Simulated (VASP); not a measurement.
All values below come from PBE GGA, VASP's PBE PAW potentials (set 64) (plane waves; VASP 6.6.1).

A VASP calculation is set up with these files.

**INCAR**
```
# general
SYSTEM   =  Ir
PREC     =  Normal
ENCUT    =  400   # plane-wave cut-off (eV)
LREAL    =  .False.   # projection in real space or not
LASPH    =  .True.   # aspherical one-centre terms

# electronic loop
EDIFF    =  1E-5   # SCF stop (eV)
NELM     =  100   # most electronic steps
NELMIN   =  4
ALGO     =  Fast   # Davidson, then RMM-DIIS
LMAXMIX  =  6

# smearing
ISMEAR   =  1   # Methfessel-Paxton
SIGMA    =  0.1   # width (eV)

# functional
GGA      =  PE   # PBE

# ions
IBRION   =  2
NSW      =  20   # most ionic steps
ISIF     =  2
EDIFFG   =  -0.03   # ionic stop

# output
LWAVE    =  .False.
LCHARG   =  .False.
```

### KPOINTS
```
Automatic mesh
0
gamma
 20 20 20
```

File POSCAR:
```
Ir
1
    0.0000000000     1.9359148273     1.9359148273
    1.9359148273     0.0000000000     1.9359148273
    1.9359148273     1.9359148273     0.0000000000
Ir
1
Direct
  0.0000000000   0.0000000000   0.0000000000
```

POTCAR, in this order: Ir (PBE.64 set). Program: vasp_std.

The resulting files:

### OSZICAR
```
       N       E                     dE             d eps       ncg     rms          rms(c)
DAV:   1     0.320607728186E+02    0.32061E+02   -0.38575E+03  4432   0.816E+02
DAV:   2    -0.892406947578E+01   -0.40985E+02   -0.38331E+02  4176   0.182E+02
DAV:   3    -0.942009670974E+01   -0.49603E+00   -0.49540E+00  6008   0.268E+01
DAV:   4    -0.942259003975E+01   -0.24933E-02   -0.24925E-02  5160   0.134E+00
DAV:   5    -0.942261200949E+01   -0.21970E-04   -0.21969E-04  6264   0.806E-02    0.141E+01
RMM:   6    -0.894049585836E+01    0.48212E+00   -0.55906E-01  4096   0.114E+01    0.557E+00
RMM:   7    -0.885696413815E+01    0.83532E-01   -0.28543E-01  4096   0.574E+00    0.158E+00
RMM:   8    -0.885682097856E+01    0.14316E-03   -0.33397E-02  4126   0.268E+00    0.115E+00
RMM:   9    -0.885532844623E+01    0.14925E-02   -0.68257E-03  4126   0.730E-01    0.511E-01
RMM:  10    -0.885409015846E+01    0.12383E-02   -0.54807E-03  4096   0.130E+00    0.882E-02
RMM:  11    -0.885410606815E+01   -0.15910E-04   -0.35790E-04  4187   0.271E-01    0.775E-02
RMM:  12    -0.885411468965E+01   -0.86215E-05   -0.10944E-04  3838   0.887E-02    0.953E-02
RMM:  13    -0.885411741109E+01   -0.27214E-05   -0.16930E-05  2865   0.443E-02
   1 F= -.88541174E+01 E0= -.88543865E+01  d E =-.885412E+01
```

OUTCAR:
```
------------------------ aborting loop because EDIFF is reached ----------------------------------------
  FORCE on cell =-STRESS in cart. coord.  units (eV):
  Direction    XX          YY          ZZ          XY          YZ          ZX
  --------------------------------------------------------------------------------------
  Total       -0.0067195     -0.0067195     -0.0067195     -0.0000000      0.0000000      0.0000000
  in kB       -0.7419255     -0.7419255     -0.7419255     -0.0000000      0.0000000      0.0000000
  external PRESSURE =      -0.7419255 kB  Pullay stress =       0.0000000 kB
  volume of cell :       14.51
      direct lattice vectors                 reciprocal lattice vectors
     0.000000000  1.935914827  1.935914827    -0.258275825  0.258275825  0.258275825
     1.935914827  0.000000000  1.935914827     0.258275825 -0.258275825  0.258275825
     1.935914827  1.935914827  0.000000000     0.258275825  0.258275825 -0.258275825
 POSITION                                       TOTAL-FORCE (eV/Angst)
 -----------------------------------------------------------------------------------
      0.00000      0.00000      0.00000        -0.000000     -0.000000     -0.000000
 -----------------------------------------------------------------------------------
    total drift:                               -0.000000     -0.000000     -0.000000
  FREE ENERGIE OF THE ION-ELECTRON SYSTEM (eV)
  ---------------------------------------------------
  free  energy   TOTEN  =        -8.8541174111 eV

  energy  without entropy=       -8.8549248039  energy(sigma->0) =       -8.85438654

 reached required accuracy - stopping structural energy minimisation
```
(Selected blocks of OUTCAR.)

The compound is Ir in the fcc structure. It was relaxed first.
